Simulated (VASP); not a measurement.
Level of theory: PBE GGA, VASP's PBE PAW potentials (set 64) (plane waves; VASP).

Input for VASP

File KPOINTS:
```
Automatic mesh
0
Gamma
6 6 3
0 0 0
```

INCAR:
```
SYSTEM = ZnSiP2
PREC = Accurate; ENCUT = 300; LREAL = Auto
LASPH = T
EDIFF = 1E-6; NELM = 100; ALGO = Normal
LMAXMIX = 4
ISMEAR = 0; SIGMA = 0.05
GGA = PE
ISIF = 2
LWAVE = F; LCHARG = F
```

### POSCAR
```
ZnSiP2
1.0
 -2.7000000000   2.7000000000   5.2200000000
  2.7000000000  -2.7000000000   5.2200000000
  5.4000000000   5.4000000000 -10.4400000000
Zn Si P
4 4 8
Direct
  0.0000000000   0.0000000000   0.0000000000
  0.0000000000   0.0000000000   0.5000000000
  0.7500000000   0.2500000000   0.2500000000
  0.7500000000   0.2500000000   0.7500000000
  0.5000000000   0.5000000000   0.0000000000
  0.5000000000   0.5000000000   0.5000000000
  0.2500000000   0.7500000000   0.2500000000
  0.2500000000   0.7500000000   0.7500000000
  0.8750000000   0.8560000000   0.2405000000
  0.8750000000   0.8560000000   0.7405000000
  0.1440000000   0.6250000000   0.0095000000
  0.1440000000   0.6250000000   0.5095000000
  0.3750000000   0.3940000000   0.2595000000
  0.3750000000   0.3940000000   0.7595000000
  0.6060000000   0.1250000000   0.4905000000
  0.6060000000   0.1250000000   0.9905000000
```

POTCAR, in this order: Zn Si P (PBE.64 set). Program: vasp_std.

Task: What will the output report for the number of irreducible k-points (NKPTS), largest plane-wave count, number of space-group operations, FFT grid (NGX, NGY, NGZ)?

Result: 
- number of irreducible k-points (NKPTS) = 26
- largest plane-wave count = 3615
- number of space-group operations = 4
- FFT grid (NGX, NGY, NGZ) = 40 × 40 × 80

The structure is a typed ZnSiP2 crystal. The cell was not relaxed at this level. The run is one of a series of settings (LREAL = Auto, KPOINTS 6×6×3 Γ-centred mesh against the base run), some of them coarse on purpose.
